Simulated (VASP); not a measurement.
VASP input:

**POSCAR**
```
TiO2
1
    5.0373840000     0.0000000000     0.0000000000
    0.0000000000     8.9946860000     0.0000000000
    0.0000000000     0.0000000000     5.3406570000
Ti O
8 16
Direct
  0.1379100000   0.3710300000   0.4025800000
  0.8620900000   0.6289700000   0.5974200000
  0.3620900000   0.6289700000   0.9025800000
  0.6379100000   0.3710300000   0.0974200000
  0.6379100000   0.1289700000   0.5974200000
  0.3620900000   0.8710300000   0.4025800000
  0.8620900000   0.8710300000   0.0974200000
  0.1379100000   0.1289700000   0.9025800000
  0.4647100000   0.2697100000   0.3899900000
  0.5352900000   0.7302900000   0.6100100000
  0.0352900000   0.7302900000   0.8899900000
  0.9647100000   0.2697100000   0.1100100000
  0.9647100000   0.2302900000   0.6100100000
  0.0352900000   0.7697100000   0.3899900000
  0.5352900000   0.7697100000   0.1100100000
  0.4647100000   0.2302900000   0.8899900000
  0.8166300000   0.0104800000   0.8511900000
  0.1833700000   0.9895200000   0.1488100000
  0.6833700000   0.9895200000   0.3511900000
  0.3166300000   0.0104800000   0.6488100000
  0.3166300000   0.4895200000   0.1488100000
  0.6833700000   0.5104800000   0.8511900000
  0.1833700000   0.5104800000   0.6488100000
  0.8166300000   0.4895200000   0.3511900000
```

### KPOINTS
```
Automatic mesh
0
gamma
5 3 5
```

### INCAR
```
ISIF  =  2
LORBIT  =  11   # lm-projected
NELM  =  100
PREC  =  Accurate
ENCUT  =  400
ALGO  =  Normal   # blocked Davidson
SYSTEM  =  TiO2
LREAL  =  Auto   # projection in real space or not
LASPH  =  T   # aspherical one-centre terms
LWAVE  =  F
LMAXMIX  =  4
EDIFF  =  1E-6   # SCF stop (eV)
SIGMA  =  0.01   # width (eV)
LCHARG  =  F
ISMEAR  =  0
GGA  =  PE   # PBE
NEDOS  =  601
```

POTCAR, in this order: Ti_sv O (PBE.64 set). Program: vasp_std.

Task: Translate this PBE calculation to Ansatz.

Result: One equivalent input (not run):
Ansatz 0.2 input:
```yaml
crystal:
  lattice:
    - [5.0373840, 0.0000000, 0.0000000]
    - [0.0000000, 8.9946860, 0.0000000]
    - [0.0000000, 0.0000000, 5.3406570]
  atoms:
    - { symbol: Ti, position: [0.1379100, 0.3710300, 0.4025800] }
    - { symbol: Ti, position: [0.8620900, 0.6289700, 0.5974200] }
    - { symbol: Ti, position: [0.3620900, 0.6289700, 0.9025800] }
    - { symbol: Ti, position: [0.6379100, 0.3710300, 0.0974200] }
    - { symbol: Ti, position: [0.6379100, 0.1289700, 0.5974200] }
    - { symbol: Ti, position: [0.3620900, 0.8710300, 0.4025800] }
    - { symbol: Ti, position: [0.8620900, 0.8710300, 0.0974200] }
    - { symbol: Ti, position: [0.1379100, 0.1289700, 0.9025800] }
    - { symbol: O, position: [0.4647100, 0.2697100, 0.3899900] }
    - { symbol: O, position: [0.5352900, 0.7302900, 0.6100100] }
    - { symbol: O, position: [0.0352900, 0.7302900, 0.8899900] }
    - { symbol: O, position: [0.9647100, 0.2697100, 0.1100100] }
    - { symbol: O, position: [0.9647100, 0.2302900, 0.6100100] }
    - { symbol: O, position: [0.0352900, 0.7697100, 0.3899900] }
    - { symbol: O, position: [0.5352900, 0.7697100, 0.1100100] }
    - { symbol: O, position: [0.4647100, 0.2302900, 0.8899900] }
    - { symbol: O, position: [0.8166300, 0.0104800, 0.8511900] }
    - { symbol: O, position: [0.1833700, 0.9895200, 0.1488100] }
    - { symbol: O, position: [0.6833700, 0.9895200, 0.3511900] }
    - { symbol: O, position: [0.3166300, 0.0104800, 0.6488100] }
    - { symbol: O, position: [0.3166300, 0.4895200, 0.1488100] }
    - { symbol: O, position: [0.6833700, 0.5104800, 0.8511900] }
    - { symbol: O, position: [0.1833700, 0.5104800, 0.6488100] }
    - { symbol: O, position: [0.8166300, 0.4895200, 0.3511900] }
kpoints:
  mp_grid: { grid: [5, 3, 5] }
hamiltonian:
  xc: pbe
  pseudopotentials: { kind: paw }
scf:
  occupations: { method: gaussian, width: 0.01 }
  max_iter: 100
output: { forces: true, stress: true, eigenvalues: true }
```
The two are equivalent in intent, not identical: each code has its own PAW files, so the cut-off isn't converted (ENCUT is set for VASP's; basis.ecutwfc is left out, and Ansatz then takes the one that its files recommend); Ansatz stops its SCF on the density residual and VASP on the energy change (EDIFF).

The structure comes from a computed database's TiO2 entry, a phase known from measurement. The cell was not relaxed at this level. The run is one of a series of settings (NEDOS = 601, KPOINTS 5×3×5 Γ-centred mesh against the base run), some of them coarse on purpose.
